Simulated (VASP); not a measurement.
# LaSb: accuracy against cost in the SCF solver and k-mesh

Aim: find what the SCF solver and k-mesh change for LaSb, and what they cost. The atoms are off their equilibrium sites, so that forces can be compared too. The series runs use PBEsol. The SCF solver tried: ALGO = Normal; ALGO = Fast; ALGO = VeryFast; ALGO = All; ALGO = Damped; AMIX = 0.1, BMIX = 0.01; AMIX = 0.8; IMIX = 1, AMIX = 0.2. The k-mesh tried: 2 2 2; 3 3 3; 4 4 4; 5 5 5; 7 7 7; 9 9 9; 11 11 11. The atoms of the start are displaced at random from the sites of a Fm-3m cell.

Program: VASP 6.6.1. Level of theory: PBEsol; plane waves and PAW (La, Sb). Results are calculated unless marked as measured.

## (1) Set-up

It takes space group Cm (No. 8, monoclinic). That holds within 0.01 Å; VASP, at its tighter tolerance, finds 1 operation. The conventional cell has a = 7.949 Å, b = 4.589 Å, c = 4.589 Å, α = 90.00°, β = 125.26°, γ = 90.00°. Nearest to La lie 6 Sb at 3.20 to 3.29 Å. Nearest to Sb lie 6 La at 3.20 to 3.29 Å. Farther neighbours are not listed. That group holds within 0.01 Å; judged at 0.001 Å it is P1 (No. 1).

Structure file:

```xyz
2
Lattice="0.0000 3.2450 3.2450 3.2450 0.0000 3.2450 3.2450 3.2450 0.0000" Properties=species:S:1:pos:R:3 pbc="T T T"
La    0.0264    0.0316   -0.0477
Sb    3.2459    3.2326    3.2191
```

## (2) SCF solver: ALGO = Normal

All solvers should reach one answer; they differ in cycles and robustness. PBEsol restores the gradient expansion of exchange and is tuned for the cells of solids.

File INCAR:

```
SYSTEM = LaSb
PREC = Accurate
ENCUT = 400
EDIFF = 1E-06
NELM = 100
ISMEAR = -1
SIGMA = 0.05
LREAL = .FALSE.
ALGO = Normal
GGA = PS
NBANDS = 14
LORBIT = 11
LWAVE = .FALSE.
LCHARG = .FALSE.
KPAR = 2
ISIF = 2
```

File POSCAR:

```
LaSb
1.0
    0.0000000000      3.2450000000      3.2450000000
    3.2450000000      0.0000000000      3.2450000000
    3.2450000000      3.2450000000      0.0000000000
La Sb
1 1
Direct
   -0.0065360000     -0.0081520000      0.0162880000
    0.4939630000      0.4980670000      0.5022080000
```

File KPOINTS:

```
Automatic mesh
0
Gamma
5 5 5
0 0 0
```

Potentials, in the order of the species: La and Sb (PBE family, release 64).

Launch:

```bash
$ mpirun -np 2 vasp_std
```

The log of the run:

```text
[banner, memory and clock lines left out]
running    2 mpi-ranks, on    1 nodes
 distrk:  each k-point on    1 cores,    2 groups
 distr:  one band on    1 cores,    1 groups

 POSCAR found type information on POSCAR LaSb
 POSCAR found :  2 types and       2 ions
|                                                                             |
|               ----> ADVICE to this user running VASP <----                  |
|                                                                             |
|     You enforced a specific xc type in the INCAR file but a different       |
|     [... a line on the potential file left out ...]
|     I HOPE YOU KNOW WHAT YOU ARE DOING!                                     |
|                                                                             |

 LDA part: xc-table for (Slater+PW92), standard interpolation
 POSCAR, INCAR and KPOINTS ok, starting setup
 FFT: planning ... GRIDC
 FFT: planning ... GRID_SOFT
 FFT: planning ... GRID
 WAVECAR not read
 entering main loop
       N       E                     dE             d eps       ncg     rms          rms(c)
DAV:   1     0.125848499552E+03    0.12585E+03   -0.46884E+03  1764   0.110E+03
DAV:   2    -0.598062957640E+00   -0.12645E+03   -0.12040E+03  2268   0.198E+02
DAV:   3    -0.118197926236E+02   -0.11222E+02   -0.11002E+02  2406   0.918E+01
DAV:   4    -0.124590345416E+02   -0.63924E+00   -0.63319E+00  3410   0.169E+01
DAV:   5    -0.124778186204E+02   -0.18784E-01   -0.18770E-01  2480   0.298E+00    0.335E+00
DAV:   6    -0.124003764673E+02    0.77442E-01   -0.15371E-01  2726   0.187E+00    0.212E+00
DAV:   7    -0.123864840701E+02    0.13892E-01   -0.75858E-02  2916   0.166E+00    0.659E-01
DAV:   8    -0.123879973047E+02   -0.15132E-02   -0.17158E-02  2968   0.106E+00    0.139E-01
DAV:   9    -0.123881676671E+02   -0.17036E-03   -0.26082E-03  3336   0.436E-01    0.826E-02
DAV:  10    -0.123883402892E+02   -0.17262E-03   -0.62095E-04  2572   0.172E-01    0.322E-02
DAV:  11    -0.123883885776E+02   -0.48288E-04   -0.32676E-04  3470   0.124E-01    0.280E-02
DAV:  12    -0.123884062235E+02   -0.17646E-04   -0.31514E-05  2874   0.341E-02    0.198E-02
DAV:  13    -0.123884187078E+02   -0.12484E-04   -0.48478E-05  2766   0.399E-02    0.926E-03
DAV:  14    -0.123884206009E+02   -0.18931E-05   -0.13126E-05  3142   0.226E-02    0.497E-03
DAV:  15    -0.123884207996E+02   -0.19870E-06   -0.25649E-06  2654   0.111E-02
   1 F= -.12388421E+02 E0= -.12385712E+02  d E =-.541729E-02
```

Elapsed: 29 s, on 2 MPI ranks of Intel Xeon Platinum 8488C (Sapphire Rapids), shared host; peak memory 0.39 GiB.

Lines that name or quote the potential files are left out of all logs, and their timing lines are given in words.

OUTCAR, selected parts (step 2):

```text
ion  position               nearest neighbor table
   1  0.993  0.992  0.016-   2 3.20   2 3.22   2 3.22   2 3.27   2 3.27   2 3.29
   2  0.494  0.498  0.502-   1 3.20   1 3.22   1 3.22   1 3.27   1 3.27   1 3.29

  LATTYP: Found a face centered cubic cell.
 ALAT       =     6.4900000000

 Subroutine GETGRP returns: Found  1 space group operations
 (whereof  1 operations were pure point group operations)

The static configuration has the point symmetry C_1 .

 Found     63 irreducible k-points:

   k-points           NKPTS =     63   k-points in BZ     NKDIM =     63   number of bands    NBANDS=     14

   dimension x,y,z NGX =    30 NGY =   30 NGZ =   30
   dimension x,y,z NGXF=    60 NGYF=   60 NGZF=   60

   ENCUT  =  400.0 eV  29.40 Ry    5.42 a.u.   7.48  7.48  7.48*2*pi/ulx,y,z

   NELECT =      16.0000    total number of electrons

 k-points in reciprocal lattice and weights: Automatic mesh
   0.00000000  0.00000000  0.00000000       0.008
   0.20000000  0.00000000  0.00000000       0.016
   0.00000000  0.20000000  0.00000000       0.016
   0.00000000  0.00000000  0.20000000       0.016
   0.20000000  0.20000000  0.20000000       0.016
   0.40000000  0.00000000  0.00000000       0.016
   0.00000000  0.40000000  0.00000000       0.016
   0.00000000  0.00000000  0.40000000       0.016
   0.40000000  0.40000000  0.40000000       0.016
[...]
-0.40000000  0.20000000 -0.20000000       0.016
   0.20000000  0.40000000 -0.40000000       0.016

 average (electrostatic) potential at core
       1 -97.3335       2 -84.4862

 E-fermi :   6.4640

 k-point     1 :       0.0000    0.0000    0.0000
  band No.  band energies     occupation
      1     -25.9207      2.00000
      2      -9.5369      2.00000
      3      -9.5356      2.00000
      4      -9.5355      2.00000
      5      -2.3818      2.00000
      6       6.7815      0.00349
      7       6.7868      0.00314
      8       6.7891      0.00299
      9       7.8150      0.00000
     10       7.8215      0.00000
    ...

 k-point     2 :       0.2000    0.0000    0.0000
  band No.  band energies     occupation
    ...
      4      -9.5403      2.00000
      5      -1.9769      2.00000
      6       5.2121      2.00000
      7       5.8521      1.99999
      8       5.8615      1.99999
      9       7.9402      0.00000
     10       8.2143      0.00000
     11       8.2166      0.00000
     12       8.8298      0.00000
     13       8.8338      0.00000
    ...

 k-point     3 :       0.0000    0.2000    0.0000
  band No.  band energies     occupation
    ...
      4      -9.5403      2.00000
      5      -1.9770      2.00000
      6       5.2127      2.00000
      7       5.8518      1.99999
      8       5.8591      1.99999
      9       7.9415      0.00000
     10       8.2141      0.00000
     11       8.2174      0.00000
     12       8.8304      0.00000
     13       8.8337      0.00000
    ...

  Total       -0.3909749     -0.3582630     -0.3953791     -0.0186599      0.0158551      0.0089954
  in kB       -9.1661172     -8.3992089     -9.2693686     -0.4374680      0.3717116      0.2108903
  external PRESSURE =      -8.9448983 kB  Pullay stress =       0.0000000 kB

  energy-cutoff  :      400.00
  volume of cell :       68.34
      direct lattice vectors                 reciprocal lattice vectors
     0.000000000  3.245000000  3.245000000    -0.154083205  0.154083205  0.154083205
     3.245000000  0.000000000  3.245000000     0.154083205 -0.154083205  0.154083205
     3.245000000  3.245000000  0.000000000     0.154083205  0.154083205 -0.154083205

 POSITION                                       TOTAL-FORCE (eV/Angst)
 -----------------------------------------------------------------------------------
      3.27140      3.27665      6.44234        -0.076726     -0.129066      0.065712
      3.24589      3.23257      3.21914         0.076726      0.129066     -0.065712
 -----------------------------------------------------------------------------------
    total drift:                                0.000017      0.000085      0.000013

  FREE ENERGIE OF THE ION-ELECTRON SYSTEM (eV)
  ---------------------------------------------------
  free  energy   TOTEN  =       -12.3884207996 eV

  energy  without entropy=      -12.3830035116  energy(sigma->0) =      -12.38571216

 total charge
# of ion       s       p       d       f       tot
--------------------------------------------------
    1        2.028   5.635   0.691   0.117   8.471
    2        1.129   1.411   0.010   0.000   2.550
--------------------------------------------------
tot          3.157   7.045   0.701   0.117  11.021

[... 3 further parts left out ...]
```

The k-mesh is coarse for a metal. The PAW data sets were made with PBE, which is usual practice but a small mismatch for other functionals.

This step gave:

```yaml
scf_cycles: 15
electrons: 16
bands: 14
irreducible_k_points: 63
symmetry_operations: 1
free_energy_toten: -12.39 eV
energy_at_zero_smearing: -12.39 eV
fermi_energy: 6.464 eV
pressure: -0.8945 GPa
metallic: yes
```

The series starts at -6.1929 eV an atom and -0.89 GPa, after 15 cycles in 29 s.

## (3) SCF solver: ALGO = Fast

INCAR: that of step 2 with these lines changed.

```diff
@@ -8,3 +8,3 @@
 LREAL = .FALSE.
-ALGO = Normal
+ALGO = Fast
 GGA = PS
```

POSCAR is that of step 2.

KPOINTS is that of step 2.

Launch:

```bash
$ mpirun -np 2 vasp_std
```

The log of the run:

```text
[banner, memory and clock lines left out]
running    2 mpi-ranks, on    1 nodes
[...]
[... a notice as in an earlier step ...]

 LDA part: xc-table for (Slater+PW92), standard interpolation
 POSCAR, INCAR and KPOINTS ok, starting setup
[...]
entering main loop
       N       E                     dE             d eps       ncg     rms          rms(c)
[... 5 cycles as in an earlier step ...]
RMM:   6    -0.123981850051E+02    0.79634E-01   -0.13117E-01  2774   0.225E+00    0.205E+00
RMM:   7    -0.123873886997E+02    0.10796E-01   -0.18622E-01  2791   0.235E+00    0.512E-01
RMM:   8    -0.123886723768E+02   -0.12837E-02   -0.54624E-02  2863   0.183E+00    0.199E-01
RMM:   9    -0.123875922762E+02    0.10801E-02   -0.90898E-03  3103   0.739E-01    0.105E-01
[...]
RMM:  21    -0.123884132892E+02   -0.18741E-05   -0.15799E-05  2534   0.253E-02    0.909E-03
RMM:  22    -0.123884142946E+02   -0.10054E-05   -0.11308E-05  2457   0.259E-02    0.780E-03
RMM:  23    -0.123884149703E+02   -0.67577E-06   -0.98625E-06  2420   0.225E-02
   1 F= -.12388415E+02 E0= -.12385703E+02  d E =-.542382E-02
```

Wall time 49 s (2 MPI ranks); peak memory 0.39 GiB; 86 s of CPU time.

From OUTCAR (step 3):

```text
  Total       -0.3923362     -0.3591181     -0.3967910     -0.0187530      0.0158829      0.0090045
  in kB       -9.1980306     -8.4192575     -9.3024695     -0.4396493      0.3723617      0.2111034
  external PRESSURE =      -8.9732525 kB  Pullay stress =       0.0000000 kB

 POSITION                                       TOTAL-FORCE (eV/Angst)
 -----------------------------------------------------------------------------------
      3.27140      3.27665      6.44234        -0.076653     -0.128826      0.065408
      3.24589      3.23257      3.21914         0.076653      0.128826     -0.065408
 -----------------------------------------------------------------------------------
    total drift:                                0.000081      0.000620     -0.000501

  FREE ENERGIE OF THE ION-ELECTRON SYSTEM (eV)
  ---------------------------------------------------
  free  energy   TOTEN  =       -12.3884149703 eV

  energy  without entropy=      -12.3829911476  energy(sigma->0) =      -12.38570306

[... 2 parts as in an earlier step ...]

[... 1 further part left out ...]
[key lines of the parts left out:]
E-fermi :   6.4639
```

Against the first of the series the energy stays within 0.01 meV an atom and the pressure within 0.01 GPa, after 23 cycles in 49 s.

## (4) SCF solver: ALGO = VeryFast

INCAR: that of step 3 with these lines changed.

```diff
@@ -8,3 +8,3 @@
 LREAL = .FALSE.
-ALGO = Fast
+ALGO = VeryFast
 GGA = PS
```

POSCAR is that of step 3.

KPOINTS is that of step 3.

Launch:

```bash
$ mpirun -np 2 vasp_std
```

The log of the run:

```text
[... set-up lines as in an earlier step ...]
 entering main loop
       N       E                     dE             d eps       ncg     rms          rms(c)
RMM:   1     0.148763136461E+03    0.14876E+03   -0.31279E+03   882   0.884E+02
RMM:   2     0.637833745633E+02   -0.84980E+02   -0.73833E+02   882   0.191E+02
RMM:   3     0.370686028693E+02   -0.26715E+02   -0.19911E+02   882   0.159E+02
RMM:   4     0.196072646470E+02   -0.17461E+02   -0.10214E+02   882   0.200E+02
[...]
RMM:  37    -0.887696628061E+01   -0.97616E-03   -0.18960E-02  3308   0.763E-01    0.973E-02
RMM:  38    -0.887708651446E+01   -0.12023E-03   -0.10544E-02  3300   0.741E-01    0.996E-02
RMM:  39    -0.887783835369E+01   -0.75184E-03   -0.17027E-02  3298   0.726E-01    0.102E-01
WARNING in EDDRMM: call to ZHEGV failed, returncode =   8  4      5
RMM:  40    -0.887792557444E+01   -0.87221E-04   -0.10521E-02  3273   0.705E-01    0.104E-01
RMM:  41    -0.887843385396E+01   -0.50828E-03   -0.14950E-02  3258   0.691E-01    0.106E-01
RMM:  42    -0.887854140931E+01   -0.10756E-03   -0.11049E-02  3241   0.676E-01    0.108E-01
RMM:  43    -0.887884550755E+01   -0.30410E-03   -0.13236E-02  3223   0.664E-01    0.110E-01
[...]
RMM:  83    -0.887104428418E+01    0.33226E-03   -0.15697E-02  3452   0.548E-01    0.132E-01
RMM:  84    -0.887072051913E+01    0.32377E-03   -0.16162E-02  3232   0.536E-01    0.134E-01
RMM:  85    -0.887028972790E+01    0.43079E-03   -0.15553E-02  3123   0.530E-01    0.138E-01
WARNING in EDDRMM: call to ZHEGV failed, returncode =   8  4      6
RMM:  86    -0.886998653341E+01    0.30319E-03   -0.17304E-02  2903   0.522E-01    0.138E-01
RMM:  87    -0.886955933988E+01    0.42719E-03   -0.16204E-02  2745   0.518E-01    0.139E-01
RMM:  88    -0.886915489210E+01    0.40445E-03   -0.17533E-02  3519   0.559E-01    0.122E-01
RMM:  89    -0.886867255049E+01    0.48234E-03   -0.15900E-02  3436   0.550E-01    0.126E-01
[...]
RMM:  98    -0.886648447254E+01   -0.23685E-04   -0.21547E-02  3383   0.574E-01    0.222E-01
RMM:  99    -0.886623785347E+01    0.24662E-03   -0.19263E-02  3512   0.570E-01    0.232E-01
RMM: 100    -0.886640286922E+01   -0.16502E-03   -0.22226E-02  3521   0.590E-01
 -----------------------------------------------------------------------------
|                                                                             |
|           W    W    AA    RRRRR   N    N  II  N    N   GGGG   !!!           |
|           W    W   A  A   R    R  NN   N  II  NN   N  G    G  !!!           |
|           W    W  A    A  R    R  N N  N  II  N N  N  G       !!!           |
|           W WW W  AAAAAA  RRRRR   N  N N  II  N  N N  G  GGG   !            |
|           WW  WW  A    A  R   R   N   NN  II  N   NN  G    G                |
|           W    W  A    A  R    R  N    N  II  N    N   GGGG   !!!           |
|                                                                             |
|     The electronic self-consistency was not achieved in the given           |
|     number of steps (NELM). The forces and other quantities evaluated       |
|     might not be reliable so examine the results carefully. If you find     |
|     spurious results, we suggest increasing NELM, if you were close to      |
|     convergence or switching to a different ALGO or adjusting the           |
|     density mixing parameters otherwise.                                    |
|                                                                             |
 -----------------------------------------------------------------------------

   1 F= -.88664029E+01 E0= -.88630244E+01  d E =-.675697E-02
```

It took 3.1 min on 2 MPI ranks; peak memory 0.41 GiB.

OUTCAR, selected parts (step 4):

```text
 k-point     1 :       0.0000    0.0000    0.0000
  band No.  band energies     occupation
    ...
      3      -9.6536      2.00000
      4      -1.9462      2.00000
      5       6.7052      2.00000
      6       6.7193      2.00000
      7       6.7462      2.00000
      8       7.7631      0.01951
      9       7.8259      0.00559
     10       7.8597      0.00285
     11       8.5029      0.00000
     12       8.8277      0.00000
    ...

  Total        0.0610494     -0.3609114     -0.7054753     -0.1823852      0.1840453      0.0178076
  in kB        1.4312568     -8.4613004    -16.5393449     -4.2758854      4.3148050      0.4174863
  external PRESSURE =      -7.8564628 kB  Pullay stress =       0.0000000 kB

 POSITION                                       TOTAL-FORCE (eV/Angst)
 -----------------------------------------------------------------------------------
      3.27140      3.27665      6.44234        -0.095244     -0.093386      0.034888
      3.24589      3.23257      3.21914         0.095244      0.093386     -0.034888
 -----------------------------------------------------------------------------------
    total drift:                                0.095331      0.096519     -0.079427

  FREE ENERGIE OF THE ION-ELECTRON SYSTEM (eV)
  ---------------------------------------------------
  free  energy   TOTEN  =        -8.8664028692 eV

  energy  without entropy=       -8.8596458979  energy(sigma->0) =       -8.86302438

[... 8 parts as in an earlier step ...]

[... 11 further parts left out ...]
[key lines of the parts left out:]
E-fermi :   7.5321
```

EDIFF was not reached within NELM cycles, so the run counts as unconverged.

At the end rms(c) stands at 2e-02, with no steady fall over the second half of the cycles shown.

(Part 1 of 3 ends here.)

[Lines on the potential files, build, host, timing and source positions are cut from VASP's logs without a mark.]

[Logs are printed without paths, hosts, clocks, repeated set-up lines and the standing remarks that a program may print on its own settings, such as how far it seeks lower states.]

[Hosts, paths, dates, database ids (printed as entryN), source tags and the programs' standing remarks are cut or masked in the printed files.]

[A measured line is paired with the nearest computed mode of its activity, which favours agreement.]
